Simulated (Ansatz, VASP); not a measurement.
## Si in two plane-wave programs

One calculation is typed for both programs; each brings its own data sets. How far apart do they land? The structure shown is frame 338 of Ansatz's trajectory.

Program: Ansatz 0.2.0. Level of theory: plane waves, with VASP 6.6.1 beside it; single point at PBE. Results are calculated unless marked as measured.

## (1) The structure

The cell holds 76 atoms: 76 Si. Cell: a = 11.131 Å, b = 11.131 Å, c = 11.131 Å, α = 90.0°, β = 90.0°, γ = 90.0°. As first built, before any earlier steps moved the atoms (in the runner's words): 76 atoms (76 Si) placed at random at 2.57 g/cm^3, melted at 2429 K for 5 ps at fixed volume with the modified Tersoff potential (Kumagai, Izumi, Hara and Sakai, Comput. Mater. Sci. 39, 457 (2007)). Snapshot at the end of a hold of 8 ps at 1735 K and fixed volume.

## (2) Ansatz: dynamics, PBE

Ansatz runs on its default PAW (the set named soft_2) files.

One frame of this run of dynamics is then solved in both programs, so the motion causes no difference.

input.yaml

```yaml
crystal:
  lattice:
    - [11.131, 0.0, 0.0]
    - [0.0, 11.131, 0.0]
    - [0.0, 0.0, 11.131]
  atoms:
    - { symbol: Si, position: [0.4971, 0.53008, 0.13571] }
    - { symbol: Si, position: [0.03109, 0.4007, 0.42039] }
    - { symbol: Si, position: [0.9622, 0.49594, 0.79046] }
    - { symbol: Si, position: [0.5895, 0.89196, 0.7289] }
    - { symbol: Si, position: [0.06437, 0.73636, 0.42058] }
    - { symbol: Si, position: [0.86936, 0.417, 0.608] }
    - { symbol: Si, position: [0.38886, 0.70774, 0.25007] }
    - { symbol: Si, position: [0.68504, 0.05451, 0.32025] }
    - { symbol: Si, position: [0.13614, 0.19892, 0.71184] }
    - { symbol: Si, position: [0.81584, 0.15494, 0.91552] }
    - { symbol: Si, position: [0.92694, 0.87745, 0.32149] }
    - { symbol: Si, position: [0.82881, 0.6491, 0.86342] }
    - { symbol: Si, position: [0.73974, 0.13623, 0.13378] }
    - { symbol: Si, position: [0.14381, 0.64437, 0.88682] }
    - { symbol: Si, position: [0.9198, 0.82703, 0.11183] }
    - { symbol: Si, position: [0.02735, 0.47591, 0.04398] }
    - { symbol: Si, position: [0.48199, 0.28539, 0.171] }
    - { symbol: Si, position: [0.86202, 0.06731, 0.62602] }
    - { symbol: Si, position: [0.83822, 0.46744, 0.14281] }
    - { symbol: Si, position: [0.01649, 0.07815, 0.32569] }
    - { symbol: Si, position: [0.16117, 0.99604, 0.18877] }
    - { symbol: Si, position: [0.11356, 0.7133, 0.089] }
    - { symbol: Si, position: [0.22509, 0.54968, 0.20185] }
    - { symbol: Si, position: [0.62122, 0.70088, 0.20789] }
    - { symbol: Si, position: [0.24462, 0.36832, 0.92244] }
    - { symbol: Si, position: [0.62886, 0.58891, 0.80867] }
    - { symbol: Si, position: [0.10879, 0.38992, 0.64443] }
    - { symbol: Si, position: [0.26243, 0.31104, 0.19491] }
    - { symbol: Si, position: [0.40271, 0.625, 0.44956] }
    - { symbol: Si, position: [0.47387, 0.04617, 0.62857] }
    - { symbol: Si, position: [0.28391, 0.519, 0.60759] }
    - { symbol: Si, position: [0.31855, 0.95562, 0.90356] }
    - { symbol: Si, position: [0.84646, 0.37798, 0.33443] }
    - { symbol: Si, position: [0.37994, 0.86696, 0.47004] }
    - { symbol: Si, position: [0.78536, 0.90997, 0.47175] }
    - { symbol: Si, position: [0.6349, 0.17528, 0.77708] }
    - { symbol: Si, position: [0.69476, 0.38104, 0.75884] }
    - { symbol: Si, position: [0.8475, 0.36198, 0.90983] }
    - { symbol: Si, position: [0.45853, 0.44748, 0.33844] }
    - { symbol: Si, position: [0.4971, 0.29152, 0.4807] }
    - { symbol: Si, position: [0.55328, 0.60006, 0.59121] }
    - { symbol: Si, position: [0.36893, 0.10431, 0.42275] }
    - { symbol: Si, position: [0.17982, 0.86319, 0.5484] }
    - { symbol: Si, position: [0.32116, 0.54531, 0.0025] }
    - { symbol: Si, position: [0.09194, 0.07306, 0.56705] }
    - { symbol: Si, position: [0.10854, 0.27928, 0.06106] }
    - { symbol: Si, position: [0.68152, 0.26338, 0.38798] }
    - { symbol: Si, position: [0.56621, 0.84078, 0.53585] }
    - { symbol: Si, position: [0.32151, 0.79014, 0.04685] }
    - { symbol: Si, position: [0.10474, 0.97038, 0.99205] }
    - { symbol: Si, position: [0.507, 0.91224, 0.27552] }
    - { symbol: Si, position: [0.33368, 0.13072, 0.75791] }
    - { symbol: Si, position: [0.20793, 0.81392, 0.26823] }
    - { symbol: Si, position: [0.53428, 0.87188, 0.06596] }
    - { symbol: Si, position: [0.16532, 0.55212, 0.41586] }
    - { symbol: Si, position: [0.92266, 0.2185, 0.19506] }
    - { symbol: Si, position: [0.04282, 0.1551, 0.89819] }
    - { symbol: Si, position: [0.38958, 0.0843, 0.22953] }
    - { symbol: Si, position: [0.47582, 0.76136, 0.86177] }
    - { symbol: Si, position: [0.19634, 0.23477, 0.38931] }
    - { symbol: Si, position: [0.31569, 0.61708, 0.78272] }
    - { symbol: Si, position: [0.74197, 0.92045, 0.04295] }
    - { symbol: Si, position: [0.46722, 0.41302, 0.63924] }
    - { symbol: Si, position: [0.877, 0.7414, 0.54782] }
    - { symbol: Si, position: [0.75834, 0.57261, 0.53273] }
    - { symbol: Si, position: [0.58517, 0.25347, 0.99878] }
    - { symbol: Si, position: [0.89774, 0.80943, 0.74113] }
    - { symbol: Si, position: [0.75206, 0.2248, 0.59141] }
    - { symbol: Si, position: [0.70405, 0.5364, 0.34236] }
    - { symbol: Si, position: [0.76337, 0.96292, 0.79619] }
    - { symbol: Si, position: [0.23837, 0.82833, 0.74565] }
    - { symbol: Si, position: [0.77345, 0.66422, 0.07763] }
    - { symbol: Si, position: [0.50939, 0.02661, 0.90764] }
    - { symbol: Si, position: [0.06764, 0.82047, 0.8558] }
    - { symbol: Si, position: [0.42342, 0.30666, 0.82868] }
    - { symbol: Si, position: [0.65886, 0.46395, 0.99401] }
kpoints:
  mp_grid: { grid: [1, 1, 1] }
hamiltonian:
  xc: pbe
scf:
  occupations: { method: fermi_dirac, width: 0.15 }
output:
  forces: true
  stress: true
md:
  timestep: 3.0
  n_steps: 1000
  ensemble: nvt_nose_hoover
  temperature: 1735
  initial_velocities: maxwell_boltzmann
  seed: 6
```

Launch:

```console
$ ansatz run input.yaml --threads 4 --pin off --max-ram 15360MiB --backend cpu --events-out ev --progress --plain --runs-dir out
```

Numbers of over 12 decimals in the logs are rounded to 6 here.

Output:

```text
Warning: md: disabling space-group detection — thermal motion breaks the input geometry's symmetry, so no spatial operation reduces the k-mesh or symmetrises the density; time reversal is kept, so that k and −k are solved as one point where they differ and the mesh holds both, and exact exchange and, on two spinor components, a DFT+U term hold to it where the run has them: on two components no moment then forms, and  [...]
Warning: output.stress: scf.convergence.dr2_threshold = 7.6e-8 eV (the default of an md: trajectory) is looser than the 7.6e-9 eV advised for a printed stress (1e-10 eV for each atom of the cell: 76). What an SCF threshold leaves in a stress goes as its square root, and in the free energy as the threshold itself, and one threshold admits the most on a small cell: [figures from the program's tests cut] Set scf.converg [...]
band count auto-derived: 234 (N_el = 304.0; filled up to band 152; 228 by the electrons, moments and atoms)
Engine: ansatz 0.2.0, aarch64-unknown-linux-gnu
Pseudopotentials: kind: paw
Pseudopotential: Si, paw, valence charge 4, recommended cutoff 420 eV (normal), Si.paw.azcp
Functional definition: PBE
  parameter kappa = 0.804
  parameter beta = 0.066725
  exchange = pbe_x(kappa = kappa, mu = beta*pi^2/3)
  correlation = pbe_c(beta = beta)
Crystal: 76 atoms, lattice volume = 1379.122 Å³
Basis set: ecut = 420 eV, 26961 PW (Γ), exchange–correlation on 150×150×150 points (8 copies of the dense FFT grid, shifted against one another)
Bands: 234, of which v1, the nominal top of the filled ones, is band 152 counted from 1 (151 counted from 0)
Symmetry: 1 space group operations
k-points: 1
Non-local potential: Si, projectors of the file, l = 0: 2, l = 1: 2, l = 2: 2
PAW form: soft (Blöchl's): semilocal exchange-correlation on the pseudo side does not see the compensation charge
PAW one-centre angular grid: Si, 110 points (default); XC on 64 Gauss nodes
Initial density: superposition of atomic densities (neutral atoms: chi_scale 0, normalization atom), corrected by the library's trained network
Initial wavefunctions: pseudopotential atomic-orbital guess
Functional: x = pbe(κ = 0.804, μ = 0.219515), c = pbe(β = 0.066725)
SCF iter   1: F=—  HF=-48283.002842 eV  |F-HF|=—  |Δ(HF+E_count)|=         —  Δρ=4.23e-3  dr2=7.09e-1  ethr=1.77e-3  ⟨swp⟩=7.0  Hψ=1211  notcnv=0
preconditioner: auto → Kerker (q_TF=auto, 2.120 Å⁻¹)  [metal: Δε(μ)=0.124 eV  Ē_g=7.599 eV  σ=0.150 eV  W_gap=0.20  n_scr=250 (ndim 8)  ℏωp=17.4 eV  f_vac=0.000  D(μ)=30.83/eV (n_scr^D=178)]
SCF iter   2: F=—  HF=-48282.933780 eV  |F-HF|=—  |Δ(HF+E_count)|=   6.91e-2  Δρ=2.44e-3  dr2=2.17e-1  ethr=2.33e-4  ⟨swp⟩=1.0  Hψ=270  notcnv=0
SCF iter   3: F=—  HF=-48282.904888 eV  |F-HF|=—  |Δ(HF+E_count)|=   2.89e-2  Δρ=4.09e-4  dr2=4.26e-3  ethr=7.12e-5  ⟨swp⟩=2.0  Hψ=337  notcnv=0
SCF iter   4: F=—  HF=-48282.904991 eV  |F-HF|=—  |Δ(HF+E_count)|=   1.04e-4  Δρ=1.50e-4  dr2=9.40e-4  ethr=1.40e-6  ⟨swp⟩=3.0  Hψ=422  notcnv=0
SCF iter   5: F=—  HF=-48282.905158 eV  |F-HF|=—  |Δ(HF+E_count)|=   1.66e-4  Δρ=4.68e-5  dr2=1.01e-4  ethr=3.09e-7  ⟨swp⟩=2.0  Hψ=385  notcnv=0
SCF iter   6: F=—  HF=-48282.905159 eV  |F-HF|=—  |Δ(HF+E_count)|=   1.75e-6  Δρ=1.50e-5  dr2=1.15e-5  ethr=3.33e-8  ⟨swp⟩=2.0  Hψ=325  notcnv=0
SCF iter   7: F=—  HF=-48282.904574 eV  |F-HF|=—  |Δ(HF+E_count)|=   5.86e-4  Δρ=5.97e-6  dr2=1.55e-6  ethr=3.78e-9  ⟨swp⟩=2.0  Hψ=390  notcnv=0
SCF iter   8: F=—  HF=-48282.904574 eV  |F-HF|=—  |Δ(HF+E_count)|=   5.50e-7  Δρ=1.91e-6  dr2=1.89e-7  ethr=5.10e-10  ⟨swp⟩=2.0  Hψ=335  notcnv=0
SCF iter   9: F=-48282.904574 eV  HF=-48282.904574 eV  |F-HF|=2.18e-11  |Δ(HF+E_count)|=   5.04e-8  Δρ=7.49e-7  dr2=2.09e-8  ethr=2.50e-11  ⟨swp⟩=4.0  Hψ=656  notcnv=0
SCF 1 converged in 9 iterations: F = -48282.904574 eV  dr2 = 2.09e-8
  greatest PAW one-centre occupation: 0.685 electrons in one spin orbital (limit 2), on the Si atom at site 24 (counted from 0), in its partial waves of l = 0
[...]
md step   963: t =  2889.00 fs  T =  1632.1 K  F+E_penalty+E_count = -48275.33777056 eV  E_kin = 15.822065 eV  conserved = -48266.03742006 eV  P_inst = 1.3880 GPa  (5 SCF iters)
md step   966: t =  2898.00 fs  T =  1522.0 K  F+E_penalty+E_count = -48274.28535752 eV  E_kin = 14.754932 eV  conserved = -48266.02651483 eV  P_inst = 1.5967 GPa  (5 SCF iters)
md step   969: t =  2907.00 fs  T =  1473.5 K  F+E_penalty+E_count = -48273.79696422 eV  E_kin = 14.284600 eV  conserved = -48266.01264740 eV  P_inst = 1.6033 GPa  (6 SCF iters)
md step   972: t =  2916.00 fs  T =  1628.7 K  F+E_penalty+E_count = -48275.28803199 eV  E_kin = 15.789624 eV  conserved = -48266.03673829 eV  P_inst = 1.1251 GPa  (5 SCF iters)
md step   975: t =  2925.00 fs  T =  1700.0 K  F+E_penalty+E_count = -48275.92936667 eV  E_kin = 16.481104 eV  conserved = -48266.04529464 eV  P_inst = 0.9396 GPa  (5 SCF iters)
md step   978: t =  2934.00 fs  T =  1606.5 K  F+E_penalty+E_count = -48274.93469132 eV  E_kin = 15.574259 eV  conserved = -48266.02273549 eV  P_inst = 1.2617 GPa  (6 SCF iters)
md step   981: t =  2943.00 fs  T =  1565.1 K  F+E_penalty+E_count = -48274.46419038 eV  E_kin = 15.172978 eV  conserved = -48266.03441403 eV  P_inst = 1.5817 GPa  (5 SCF iters)
md step   984: t =  2952.00 fs  T =  1507.6 K  F+E_penalty+E_count = -48273.78659870 eV  E_kin = 14.615223 eV  conserved = -48266.01804072 eV  P_inst = 1.9501 GPa  (5 SCF iters)
md step   987: t =  2961.00 fs  T =  1571.0 K  F+E_penalty+E_count = -48274.27493015 eV  E_kin = 15.230330 eV  conserved = -48266.02675055 eV  P_inst = 2.0363 GPa  (5 SCF iters)
md step   990: t =  2970.00 fs  T =  1671.8 K  F+E_penalty+E_count = -48275.08484753 eV  E_kin = 16.207266 eV  conserved = -48266.03075776 eV  P_inst = 2.0520 GPa  (8 SCF iters)
md step   993: t =  2979.00 fs  T =  1728.5 K  F+E_penalty+E_count = -48275.43812309 eV  E_kin = 16.756935 eV  conserved = -48266.02787017 eV  P_inst = 2.1990 GPa  (5 SCF iters)
md step   996: t =  2988.00 fs  T =  1769.0 K  F+E_penalty+E_count = -48275.62956716 eV  E_kin = 17.149182 eV  conserved = -48266.03155635 eV  P_inst = 2.3555 GPa  (5 SCF iters)
md step   999: t =  2997.00 fs  T =  1780.6 K  F+E_penalty+E_count = -48275.53620441 eV  E_kin = 17.261559 eV  conserved = -48266.03267688 eV  P_inst = 2.4851 GPa  (5 SCF iters)
iter 1 solved again at ethr=9.53e-5 eV; its pass at ethr=3.10e-3 eV (dr2=2.90e-1 eV) is discarded
SCF iter   1: F=—  HF=-48275.495555 eV  |F-HF|=—  |Δ(HF+E_count)|=         —  Δρ=3.11e-3  dr2=2.94e-1  ethr=9.53e-5  ⟨swp⟩=1.0  Hψ=1103  notcnv=0
preconditioner: auto → Kerker (q_TF=auto, 2.120 Å⁻¹)  [metal: Δε(μ)=0.061 eV  Ē_g=7.497 eV  σ=0.150 eV  W_gap=0.10  n_scr=250 (ndim 8)  ℏωp=17.4 eV  f_vac=0.000  D(μ)=34.62/eV (n_scr^D=250)]
SCF iter   2: F=—  HF=-48275.451427 eV  |F-HF|=—  |Δ(HF+E_count)|=   4.41e-2  Δρ=1.72e-3  dr2=7.23e-2  ethr=9.53e-5  ⟨swp⟩=1.0  Hψ=234  notcnv=0
SCF iter   3: F=—  HF=-48275.436884 eV  |F-HF|=—  |Δ(HF+E_count)|=   1.45e-2  Δρ=2.23e-4  dr2=7.05e-4  ethr=2.38e-5  ⟨swp⟩=2.0  Hψ=365  notcnv=0
SCF iter   4: F=—  HF=-48275.436878 eV  |F-HF|=—  |Δ(HF+E_count)|=   6.30e-6  Δρ=4.96e-5  dr2=6.00e-5  ethr=2.32e-7  ⟨swp⟩=2.0  Hψ=389  notcnv=0
SCF iter   5: F=—  HF=-48275.436311 eV  |F-HF|=—  |Δ(HF+E_count)|=   5.66e-4  Δρ=1.26e-5  dr2=6.29e-6  ethr=1.97e-8  ⟨swp⟩=3.0  Hψ=411  notcnv=0
SCF iter   6: F=—  HF=-48275.436313 eV  |F-HF|=—  |Δ(HF+E_count)|=   1.05e-6  Δρ=4.14e-6  dr2=9.24e-7  ethr=2.07e-9  ⟨swp⟩=2.0  Hψ=373  notcnv=0
SCF iter   7: F=—  HF=-48275.436313 eV  |F-HF|=—  |Δ(HF+E_count)|=   2.19e-7  Δρ=1.39e-6  dr2=9.51e-8  ethr=3.04e-10  ⟨swp⟩=2.0  Hψ=313  notcnv=0
SCF iter   8: F=-48275.436313 eV  HF=-48275.436313 eV  |F-HF|=1.31e-10  |Δ(HF+E_count)|=   3.48e-8  Δρ=4.30e-7  dr2=9.37e-9  ethr=2.50e-11  ⟨swp⟩=4.0  Hψ=641  notcnv=0
SCF 1001 converged in 8 iterations: F = -48275.436313 eV  dr2 = 9.37e-9
SCF converged after 8 iterations
Free energy (F): -48275.436313 eV
Harris-Foulkes:  -48275.436313 eV  (|F-HF|=1.31e-10)
Internal energy: -48272.913745 eV  (E = F + TS)
E sigma→0 (E₀):  -48274.175029 eV
Entropy (-TS):   -2.522567 eV (-33.192 meV/atom)
Fermi energy:    7.481987 eV
--- Per-component energies (eV) ---
  E_band       = 694.144131
  E_kinetic    = 3037.008250
  E_local      = -1778.952218  (includes V_loc(G=0)·N_el)
  E_nonlocal   = 1963.753528
  E_hartree    = 593.287707
  E_xc         = -4201.003928
  E_vxc        = -3558.694831  (∫ρ·V_xc dr)
  E_paw        = -38936.508113  (= ΣΔE_a)
  E_vpaw       = -155.547912  (= ΣTr[D̂ρ^β])
  E_aug_tail   = 0.000527  (compensation charges beyond the density's cutoff)
  E_ewald      = -8950.499499
  E_smearing   = -2.522567  (= −TS)
  E_closure    = -0.000000  (closes the sum)
  Σ components = -48275.436313   (vs F -48275.436313, Δ=0.00e0)
--- Forces (eV/Å), atoms counted from 1 ---
  atom   1  Si    -2.56116632     2.39632964    -2.44035047
  atom   2  Si     0.08918900     0.47623870     0.08157196
  atom   3  Si    -0.21051058     0.19463967     0.48155358
  atom   4  Si    -1.51168929     0.27107376     0.51538733
  atom   5  Si     0.79191453    -0.12243291    -0.92745533
  atom   6  Si     0.37389275     0.42015573    -0.12863206
  atom   7  Si     0.34121848    -0.45535369     0.22325217
  atom   8  Si    -2.90863693     0.18798753    -0.77927725
  atom   9  Si     0.16947575    -0.36540144    -0.28298961
  atom  10  Si    -0.03915257     0.32069887     0.05541950
  atom  11  Si     0.39141561     0.31119458     1.38213777
  atom  12  Si     1.01835925    -1.45934747    -0.01237769
  atom  13  Si    -1.53191504    -0.49304561     0.45558361
  atom  14  Si    -1.25311881    -0.11097619    -1.31169519
  atom  15  Si    -0.26378634    -0.43465969    -0.69069050
  atom  16  Si     0.00456167     0.14149780     0.72101809
  atom  17  Si     0.27472087    -0.16583951    -0.58596785
  atom  18  Si     0.07275375     0.38349065    -0.27601551
  atom  19  Si    -0.38739156     0.73618475     0.42268297
  atom  20  Si     0.91761261     0.18077310    -0.20448373
  atom  21  Si    -1.04309359     0.48768583     0.64277367
  atom  22  Si    -0.52462311     1.10689933     1.43957743
  atom  23  Si    -2.47650131     0.32763588    -2.76192725
  atom  24  Si     0.71877576    -1.19507909     0.07694278
[...]
atom  69  Si     0.11447052     0.03987134    -0.03054228
  atom  70  Si     1.21396629    -0.42400663    -0.50357895
  atom  71  Si    -1.02743367     1.93486272    -0.23453124
  atom  72  Si    -1.20753422     0.68079851     1.16442045
  atom  73  Si    -0.56333688     0.14589325     0.19530890
  atom  74  Si     0.15836123     0.16187082     0.91298255
  atom  75  Si    -0.46514694    -0.17588477     1.12870190
  atom  76  Si     0.68246387    -0.82678413     0.28986671
  max |Σ_I F_I| component: 1.32e-5 eV/Å
--- Stress (GPa, compression-positive) ---
        1.398440       0.106929      -0.105161
        0.106929       1.432928       0.988791
       -0.105161       0.988791       0.658835
  P = ⅓ Tr σ = 1.1634 GPa (11.634 kbar)
--- MD trajectory: 1000 steps, t = 0.0 → 3000.0 fs ---
  final state: T = 1777.6 K   F+E_penalty+E_count = -48275.43631277 eV   E_kin = 17.232550 eV
  conserved energy: peak-to-peak 9.570e-2 eV (1.259e-3 eV/atom) over 3000.0 fs
```

Reading the cycles: dr2 is the Hartree energy of the density residual (eV), the measure of convergence; HF is the Harris–Foulkes estimate of the energy, which meets the free energy F at convergence.

(Continued in part 2 of 2.)

[Lines on the potential files, build, host, timing and source positions are cut from VASP's logs without a mark.]

[Logs are printed without paths, hosts, clocks, repeated set-up lines and the standing remarks that a program may print on its own settings, such as how far it seeks lower states.]

[Hosts, paths, dates, database ids (printed as entryN), source tags and the programs' standing remarks are cut or masked in the printed files.]
